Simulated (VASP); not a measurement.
Set up this calculation in VASP 6.6.1, as the native input.

```yaml
Task: relaxation of cell and atoms
Functional: PBE
Potentials_or_basis: VASP PAW PBE potentials, release 64 (Al, In_d, N)
Cutoff: 520 eV
k_mesh: 6 × 6 × 6
Occupations: gaussian, width 0.03 eV
Spin: no spin polarisation
Further_INCAR_settings: ALGO = Normal; EDIFF = 1e-06; IBRION = 2; EDIFFG = -0.01; NSW = 90; ISIF = 3
```

The structure of Al2InN3 lies in POSCAR:

```
Al2InN3
1.0
    4.9090000000     -2.8270000000      0.0000000000
    4.9090000000      2.8270000000      0.0000000000
    0.0000000000      0.0000000000      5.2510000000
Al In N
4 2 6
Direct
    0.1658098200      0.4905356700      0.0008569800
    0.5094643300      0.8341901800      0.0008569800
    0.8341901800      0.5094643300      0.5008569800
    0.4905356700      0.1658098200      0.5008569800
    0.8236646600      0.1763353400      0.9955246600
    0.1763353400      0.8236646600      0.4955246600
    0.8343967700      0.5365545400      0.8643115600
    0.4634454600      0.1656032300      0.8643115600
    0.2032189600      0.7967810400      0.9142068200
    0.7967810400      0.2032189600      0.4142068200
    0.1656032300      0.4634454600      0.3643115600
    0.5365545400      0.8343967700      0.3643115600
```

The cell was built by a generator and needn't be a form met in nature.

The input as run:

INCAR

```
  PREC = Accurate
  ENCUT = 520
  EDIFF = 1E-6
  ISMEAR = 0
  SIGMA = 0.03
  LREAL = False
  LASPH = True
  NELM = 120
  ALGO = Normal
  ISIF = 3
  LWAVE = False
  LCHARG = False
  GGA = PE
  IBRION = 2
  NSW = 90
  EDIFFG = -0.01
  KPAR = 4
```

KPOINTS

```
regular mesh
0
Gamma
  6 6 6
```

Potentials or basis: VASP PAW PBE potentials, release 64 (Al, In_d, N).

Run with:

```bash
$ cat potpaw_PBE.64/Al/POTCAR potpaw_PBE.64/In_d/POTCAR potpaw_PBE.64/N/POTCAR > POTCAR
$ mpirun -np 4 vasp_std > vasp.out
```

It gave:

- Relaxed volume: 12.16 Å³/atom
- Relaxed cell: a = 5.672 Å, b = 5.672 Å, c = 5.247 Å, α = 90.00°, β = 90.00°, γ = 59.78°
- Space group after relaxing (to 0.05 Å): Cmc2_1 (No. 36)
- Energy gained by relaxing: 0.1 meV/atom
- Ionic steps: 8
- Pressure after relaxing: 0.0 GPa
- Largest force after relaxing: 0.009 eV/Å
- Band gap on the k mesh: 2.16 eV, direct

Caveat: spin-orbit coupling is left out, which moves the levels of the heavy elements.

It took 5.1 min on 4 MPI ranks on Intel(R) Xeon(R) Platinum 8375C CPU @ 2.90GHz (Ice Lake), on a shared host, peak memory 0.43 GiB a rank.
